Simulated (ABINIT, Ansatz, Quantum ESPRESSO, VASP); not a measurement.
# Rb₂Te₅ (C2/m, 7 atoms in the cell) computed with different codes at matched settings

Self-consistent single point, at a second geometry (lattice scaled by 0.98). First geometry:

```
CELL_PARAMETERS angstrom
      5.86799    -4.63622     0.00000
      5.86799     4.63622     0.00000
     -2.63386     0.00000     5.17721
ATOMIC_POSITIONS crystal
  Rb 0.31837 0.31837 0.64140
  Rb 0.68163 0.68163 0.35860
  Te 0.00000 0.00000 0.00000
  Te 0.85460 0.32992 0.75896
  Te 0.14540 0.67008 0.24104
  Te 0.67008 0.14540 0.24104
  Te 0.32992 0.85460 0.75896
```

Shared settings, as Ansatz (a first-principles code) writes them: kpoints.mp_grid.grid = 2 2 3; scf.occupations.method = fermi_dirac; scf.occupations.width = 0.05 eV. Potentials and cutoffs stand in the table.

```json
[
 {"code": "Ansatz", "model": "LDA (PW92), default PAW files made with PBE", "ΔF from the first geometry (meV/atom)": "-17.6", "pressure (GPa)": "-0.35", "largest force (eV/Å)": "0.440", "gap on the mesh (eV)": "0.550", "cutoff": "420 eV"},
 {"code": "ABINIT", "model": "LDA (PW92), PAW (JTH v2.0 LDA PAW)", "ΔF from the first geometry (meV/atom)": "-16.0", "pressure (GPa)": "-0.20", "largest force (eV/Å)": "0.524", "gap on the mesh (eV)": "0.526", "cutoff": "20 Ha"},
 {"code": "VASP", "model": "LDA (PZ), VASP's LDA PAW potentials (set 64)", "ΔF from the first geometry (meV/atom)": "-16.3", "pressure (GPa)": "-0.25", "largest force (eV/Å)": "0.483", "gap on the mesh (eV)": "0.549", "cutoff": "300 eV"},
 {"code": "Quantum ESPRESSO", "model": "LDA (PZ), GBRV 1.5 ultrasoft (LDA) pseudopotentials", "ΔF from the first geometry (meV/atom)": "-16.7", "pressure (GPa)": "-0.26", "largest force (eV/Å)": "0.555", "gap on the mesh (eV)": "0.522", "cutoff": "40 Ry"}
]
```

Size of the force on each atom (eV/Å): Sizes of forces hide their directions.

```json
[
 {"code": "Ansatz", "Rb1": "0.011", "Rb2": "0.011", "Te3": "0.000", "Te4": "0.440", "Te5": "0.440", "Te6": "0.440", "Te7": "0.440"},
 {"code": "ABINIT", "Rb1": "0.012", "Rb2": "0.012", "Te3": "0.000", "Te4": "0.524", "Te5": "0.524", "Te6": "0.524", "Te7": "0.524"},
 {"code": "VASP", "Rb1": "0.011", "Rb2": "0.011", "Te3": "0.000", "Te4": "0.483", "Te5": "0.483", "Te6": "0.483", "Te7": "0.483"},
 {"code": "Quantum ESPRESSO", "Rb1": "0.013", "Rb2": "0.013", "Te3": "0.000", "Te4": "0.555", "Te5": "0.555", "Te6": "0.555", "Te7": "0.555"}
]
```

Gaps are read on the mesh.

On Ansatz's run: spin-orbit coupling is off.

The spread over the programs that give each value: ΔF from the first geometry within 1.6 meV/atom; pressure within 0.15 GPa; largest force within 0.115 eV/Å; gap on the mesh within 0.028 eV.

Ansatz's pressure is given at a fixed set of plane waves, as the other plane-wave codes print theirs. The same LDA comes in different parametrisations, which differ slightly.

VASP's run is marked for a possible Pulay error in its stress at this cutoff; no cutoff test was made.

The starting cell comes from a database of computed structures (which also holds hypothetical and non-ambient phases and stackings), without a prior relaxation at this level. For this run, on top of that: lattice scaled by 0.98.

Left out of this page: GPAW, CP2K, Elk, FLEUR and SIESTA (not drawn, or without a comparable value).

Keys are those of Ansatz 0.2.
